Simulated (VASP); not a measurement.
# linear Re chain, spacing 2.672 A: magnetic orders

Wanted: the lowest of several collinear orders of linear Re chain, spacing 2.672 A.

Main program and level: VASP 6.6.1; r2SCAN, spin-polarised, from parallel moments; plane waves and PAW (Re), in the first sound run; inputs show where later runs differ.

### Step 1. Starting point

The cell holds 2 atoms: 2 Re. Cell: a = 12.000 Å, b = 12.000 Å, c = 5.344 Å, α = 90.0°, β = 90.0°, γ = 90.0°. It derives from Re (linear Re chain, spacing 2.672 A), repeated 1×1×2. model lattice. Vacuum lies along a and b. The structure's axis is c.

### Step 2. Magnetic order, start order fm, signs ++

Each run starts from other signs of the moments at the same geometry and cutoff; gentle mixing helps it keep them. Any wave vector in a name is a fraction of the reciprocal vectors of the first cell as typed.

Input file INCAR:

```
SYSTEM = Re
PREC = Normal
ENCUT = 350
EDIFF = 1E-06
NELM = 150
ISMEAR = 0
SIGMA = 0.05
LREAL = .FALSE.
ALGO = Normal
METAGGA = R2SCAN
LASPH = .TRUE.
NBANDS = 16
ISPIN = 2
MAGMOM = 1 1
LMAXMIX = 4
LORBIT = 11
LWAVE = .FALSE.
LCHARG = .TRUE.
NCORE = 2
AMIX = 0.2
BMIX = 1E-04
AMIX_MAG = 0.8
BMIX_MAG = 1E-04
```

Input file POSCAR:

```
Re
1.0
   12.0000000000      0.0000000000      0.0000000000
    0.0000000000     12.0000000000      0.0000000000
    0.0000000000      0.0000000000      5.3440000000
Re
2
Direct
    0.5000000000      0.5000000000      0.0000000000
    0.5000000000      0.5000000000      0.5000000000
```

Input file KPOINTS:

```
Automatic mesh
0
Gamma
1 1 8
0 0 0
```

PAW data sets: Re (PBE family, release 64).

Started as:

```bash
> mpirun -np 2 vasp_std
```

The log of the run:

```text
[banner, memory and clock lines left out]
running    2 mpi-ranks, on    1 nodes
 distrk:  each k-point on    2 cores,    1 groups
 distr:  one band on    2 cores,    1 groups

 POSCAR found type information on POSCAR Re
 POSCAR found :  1 types and       2 ions
|                                                                             |
|               ----> ADVICE to this user running VASP <----                  |
|                                                                             |
|     You enforced a specific xc type in the INCAR file but a different       |
|     [... a line on the potential file left out ...]
|     I HOPE YOU KNOW WHAT YOU ARE DOING!                                     |
|                                                                             |

 LDA part: xc-table for (None), standard interpolation
 POSCAR, INCAR and KPOINTS ok, starting setup
 FFT: planning ... GRIDC
 FFT: planning ... GRID_SOFT
 FFT: planning ... GRID
 WAVECAR not read
 entering main loop
       N       E                     dE             d eps       ncg     rms          rms(c)
DAV:   1    -0.254881437905E+02   -0.25488E+02   -0.22851E+03   480   0.401E+02
DAV:   2    -0.745987932215E+02   -0.49111E+02   -0.42829E+02   640   0.160E+02
DAV:   3    -0.927529701961E+02   -0.18154E+02   -0.15499E+02   600   0.474E+01
DAV:   4    -0.938425313140E+02   -0.10896E+01   -0.96415E+00   568   0.217E+01
DAV:   5    -0.938870890752E+02   -0.44558E-01   -0.43054E-01   576   0.549E+00    0.990E+00
DAV:   6    -0.908421215909E+02    0.30450E+01   -0.18426E+00   576   0.125E+01    0.774E+00
DAV:   7    -0.920704693231E+02   -0.12283E+01   -0.37028E-01   536   0.595E+00    0.574E+00
DAV:   8    -0.929528571810E+02   -0.88239E+00   -0.83386E-01   472   0.938E+00    0.332E+00
DAV:   9    -0.929972073968E+02   -0.44350E-01   -0.80005E-02   456   0.316E+00    0.286E+00
DAV:  10    -0.930572998253E+02   -0.60092E-01   -0.12541E-01   480   0.198E+00    0.141E+00
DAV:  11    -0.930981407393E+02   -0.40841E-01   -0.21208E-02   464   0.108E+00    0.777E-01
DAV:  12    -0.931079112253E+02   -0.97705E-02   -0.18207E-02   488   0.106E+00    0.456E-01
DAV:  13    -0.931072955122E+02    0.61571E-03   -0.11064E-02   512   0.715E-01    0.217E-01
DAV:  14    -0.931082123229E+02   -0.91681E-03   -0.14572E-03   408   0.436E-01    0.123E-01
DAV:  15    -0.931081525435E+02    0.59779E-04   -0.30306E-04   496   0.175E-01    0.523E-02
DAV:  16    -0.931081116848E+02    0.40859E-04   -0.80588E-05   408   0.679E-02    0.364E-02
DAV:  17    -0.931081339773E+02   -0.22293E-04   -0.59847E-05   392   0.772E-02    0.143E-02
DAV:  18    -0.931081453615E+02   -0.11384E-04   -0.17724E-05   416   0.348E-02    0.682E-03
DAV:  19    -0.931081819015E+02   -0.36540E-04   -0.14203E-05   400   0.431E-02    0.191E-03
DAV:  20    -0.931081522662E+02    0.29635E-04   -0.71335E-06   416   0.318E-02    0.144E-03
DAV:  21    -0.931081346979E+02    0.17568E-04   -0.79642E-06   360   0.343E-02    0.939E-04
DAV:  22    -0.931081320522E+02    0.26457E-05   -0.12457E-05   344   0.434E-02    0.105E-03
DAV:  23    -0.931081489357E+02   -0.16883E-04   -0.23644E-06   328   0.182E-02    0.135E-03
DAV:  24    -0.931081510383E+02   -0.21026E-05   -0.49917E-06   360   0.285E-02    0.967E-04
DAV:  25    -0.931081540710E+02   -0.30327E-05   -0.11884E-05   376   0.426E-02    0.557E-04
DAV:  26    -0.931081374974E+02    0.16574E-04   -0.45672E-06   376   0.264E-02    0.733E-04
DAV:  27    -0.931081499273E+02   -0.12430E-04   -0.22839E-06   312   0.191E-02    0.201E-03
DAV:  28    -0.931081268933E+02    0.23034E-04   -0.21204E-06   288   0.258E-02    0.284E-03
DAV:  29    -0.931081352811E+02   -0.83878E-05   -0.17089E-06   304   0.230E-02    0.271E-03
DAV:  30    -0.931081272994E+02    0.79818E-05   -0.30763E-06   344   0.296E-02    0.186E-03
DAV:  31    -0.931081392485E+02   -0.11949E-04   -0.37514E-06   312   0.261E-02    0.452E-04
DAV:  32    -0.931081432647E+02   -0.40162E-05   -0.28728E-06   328   0.204E-02    0.642E-04
DAV:  33    -0.931081569881E+02   -0.13723E-04   -0.23632E-06   336   0.194E-02    0.650E-04
DAV:  34    -0.931081447679E+02    0.12220E-04   -0.20700E-06   312   0.189E-02    0.622E-04
DAV:  35    -0.931081481353E+02   -0.33674E-05   -0.12879E-06   312   0.165E-02    0.795E-04
DAV:  36    -0.931081408076E+02    0.73277E-05   -0.15512E-06   312   0.175E-02    0.330E-04
DAV:  37    -0.931081460984E+02   -0.52908E-05   -0.29574E-06   312   0.222E-02    0.117E-03
DAV:  38    -0.931081500430E+02   -0.39446E-05   -0.29583E-06   312   0.234E-02    0.508E-04
DAV:  39    -0.931081498244E+02    0.21861E-06   -0.32393E-06   352   0.230E-02
   1 F= -.93108150E+02 E0= -.93107759E+02  d E =-.781908E-03  mag=     7.2416
```

Wall time 99 s (2 MPI ranks of AMD EPYC 9R45, shared host); peak memory 0.47 GiB.

Lines that name or quote the potential files are left out of all logs, and their timing lines are given in words.

OUTCAR, selected parts (step 2):

```text
ion  position               nearest neighbor table
   1  0.500  0.500  0.000-   2 2.67   2 2.67
   2  0.500  0.500  0.500-   1 2.67   1 2.67

  LATTYP: Found a simple tetragonal cell.
 ALAT       =    12.0000000000
 C/A-ratio  =     0.4453333333

 Subroutine GETGRP returns: Found 16 space group operations
 (whereof 16 operations were pure point group operations)

The static configuration has the point symmetry D_4h.

 Found      5 irreducible k-points:

   k-points           NKPTS =      5   k-points in BZ     NKDIM =      5   number of bands    NBANDS=     16

   dimension x,y,z NGX =    56 NGY =   56 NGZ =   24
   dimension x,y,z NGXF=   112 NGYF=  112 NGZF=   48

   ENCUT  =  350.0 eV  25.72 Ry    5.07 a.u.  18.31 18.31  8.15*2*pi/ulx,y,z

   NELECT =      14.0000    total number of electrons

 k-points in reciprocal lattice and weights: Automatic mesh
   0.00000000  0.00000000  0.00000000       0.125
   0.00000000  0.00000000  0.12500000       0.250
   0.00000000  0.00000000  0.25000000       0.250
   0.00000000  0.00000000  0.37500000       0.250
   0.00000000  0.00000000  0.50000000       0.125

 average (electrostatic) potential at core
       1 -56.3018       2 -56.3018

 E-fermi :  -3.7345

 spin component 1
 k-point     1 :       0.0000    0.0000    0.0000
  band No.  band energies     occupation
    ...
      5      -6.1260      1.00000
      6      -6.1249      1.00000
      7      -5.2114      1.00000
      8      -5.2104      1.00000
      9      -5.0206      1.00000
     10      -2.4569      0.00000
     11      -2.4569      0.00000
     12      -2.2838      0.00000
     13      -2.2838      0.00000
     14      -0.6356      0.00000
    ...

 k-point     2 :       0.0000    0.0000    0.1250
  band No.  band energies     occupation
    ...
      5      -6.0945      1.00000
      6      -6.0933      1.00000
      7      -5.2502      1.00000
      8      -5.2491      1.00000
      9      -5.1236      1.00000
     10      -3.0709      0.00000
     11      -3.0709      0.00000
     12      -1.7391      0.00000
     13      -1.7391      0.00000
     14      -1.3035      0.00000
    ...

 k-point     3 :       0.0000    0.0000    0.2500
  band No.  band energies     occupation
    ...
      7      -5.4038      1.00000
      8      -5.3583      1.00000
      9      -5.3573      1.00000
     10      -3.8191      0.99161
     11      -3.8191      0.99161
     12      -2.7257      0.00000
     13      -1.1523      0.00000
     14      -1.1523      0.00000
     15       0.6864      0.00000
     16       1.4630      0.00000

 k-point     4 :       0.0000    0.0000    0.3750
  band No.  band energies     occupation
    ...
      8      -5.5152      1.00000
      9      -5.5142      1.00000
     10      -4.5755      1.00000
     11      -4.5755      1.00000
     12      -4.3046      1.00000
     13      -0.5440      0.00000
     14      -0.5440      0.00000
     15       0.8902      0.00000
     16       0.8902      0.00000

 k-point     5 :       0.0000    0.0000    0.5000
  band No.  band energies     occupation
    ...
      8      -5.6620      1.00000
      9      -5.2791      1.00000
     10      -5.2791      1.00000
     11      -5.2791      1.00000
     12      -5.2791      1.00000
     13       0.1302      0.00000
     14       0.1302      0.00000
     15       0.1302      0.00000
     16       0.1302      0.00000
 Fermi energy:        -3.7345203673

 spin component 2
 k-point     1 :       0.0000    0.0000    0.0000
  band No.  band energies     occupation
      1      -8.0023      1.00000
      2      -5.3919      1.00000
      3      -5.3919      1.00000
      4      -3.3510      0.00000
      5      -2.5672      0.00000
      6      -2.5661      0.00000
      7      -1.2886      0.00000
      8      -1.2882      0.00000
    ...

  Total       -0.1416947     -0.1416947    -10.6338172      0.0000000      0.0000000     -0.0000000
  in kB       -0.2950090     -0.2950090    -22.1396541      0.0000000      0.0000000     -0.0000000
  external PRESSURE =      -7.5765574 kB  Pullay stress =       0.0000000 kB

  energy-cutoff  :      350.00
  volume of cell :      769.54
      direct lattice vectors                 reciprocal lattice vectors
    12.000000000  0.000000000  0.000000000     0.083333333  0.000000000  0.000000000
     0.000000000 12.000000000  0.000000000     0.000000000  0.083333333  0.000000000
     0.000000000  0.000000000  5.344000000     0.000000000  0.000000000  0.187125749

 POSITION                                       TOTAL-FORCE (eV/Angst)
 -----------------------------------------------------------------------------------
      6.00000      6.00000      0.00000         0.000000      0.000000      0.000000
      6.00000      6.00000      2.67200         0.000000      0.000000      0.000000
 -----------------------------------------------------------------------------------
    total drift:                               -0.000000     -0.000000      0.000000

  FREE ENERGIE OF THE ION-ELECTRON SYSTEM (eV)
  ---------------------------------------------------
  free  energy   TOTEN  =       -93.1081498244 eV

  energy  without entropy=      -93.1073679164  energy(sigma->0) =      -93.10775887

 total charge
# of ion       s       p       d       tot
------------------------------------------
    1        0.593   0.150   4.717   5.461
    2        0.593   0.150   4.717   5.461
--------------------------------------------------
tot          1.186   0.301   9.434  10.921

 magnetization (x)
# of ion       s       p       d       tot
------------------------------------------
    1        0.206   0.050   2.760   3.016
    2        0.206   0.050   2.760   3.016
--------------------------------------------------
tot          0.413   0.100   5.520   6.033

[... 4 further parts left out ...]
```

SCAN-type functionals tend to overstate the moments of itinerant magnets. The PAW data sets were made with PBE, which is usual practice but a small mismatch for other functionals. The data set Re keeps the semicore shell frozen, which is cheaper and a little less accurate.

Numbers from this step:

```
electronic cycles                                 : 39
electrons                                         : 14
free energy (TOTEN)                               : -93.1081 eV
energy at zero smearing                           : -93.1078 eV
Fermi energy                                      : -3.735 eV
moment of the cell, from the last line of the log : 7.242 μB
labelled metallic, from the levels on this mesh   : yes
```

Spin moment in the PAW sphere by atom:

| atom | spin moment in the PAW sphere (μB) |
| --- | --- |
| Re1 | 3.02 |
| Re2 | 3.02 |

Spin density in the ca plane at fractional y = 0.500, with atoms of Re within 0.2 Å of it.

Ten even steps from '0' (0.00 e/Å³) to '9' (0.78 e/Å³), each cell a mean:
```
000000000000000
000000000000000
000000000000000
000000000000000
000000000000000
000000000000000
000000000000000
000000000000000
000000000000000
320000232100012
841001486200026
964113698521258
952102597410137
731001365200025
110000111000001
000000000000000
000000000000000
000000000000000
000000000000000
000000000000000
000000000000000
000000000000000
000000000000000
000000000000000
```
Columns run along c (5.3 Å), rows up along a (12.0 Å). Atoms in or near the plane, at fractional coordinates: Re at (0.00, 0.50), Re at (0.50, 0.50).

Valence density in the ca plane at fractional y = 0.500, with atoms of Re within 0.2 Å of it. It is the smooth field of the valence electrons, not physical close to the nuclei.

Ten even steps from '_' (0.0 e/Å³) to '@' (1.3 e/Å³), each cell a mean:
```
______________________________
______________________________
______________________________
______________________________
______________________________
______________________________
______________________________
______________________________
______________________________
::............::::..........::
**++--::::--++****==::::::==**
@@##++----++##@@@@**==--==**%%
%%##++----++##%%%%**--::--**%%
====::....::======--::..::--==
....________......__________..
______________________________
______________________________
______________________________
______________________________
______________________________
______________________________
______________________________
______________________________
______________________________
```
Columns run along c (5.3 Å), rows up along a (12.0 Å). Atoms in or near the plane, at fractional coordinates: Re at (0.00, 0.50), Re at (0.50, 0.50).

The largest moment at the end is 3.02 μB, and the moments of the cell sum to 7.24 μB.

(Part 1 of 2 ends here.)

[Lines on the potential files, build, host, timing and source positions are cut from VASP's logs without a mark.]

[Logs are printed without paths, hosts, clocks, repeated set-up lines and the standing remarks that a program may print on its own settings, such as how far it seeks lower states.]

[Hosts, paths, dates, database ids (printed as entryN), source tags and the programs' standing remarks are cut or masked in the printed files.]

[In band tables of VASP the shares of atoms and orbitals are scaled to a sum of 1 inside the atoms' spheres.]

[Runs that stopped without an error message from VASP are left out.]
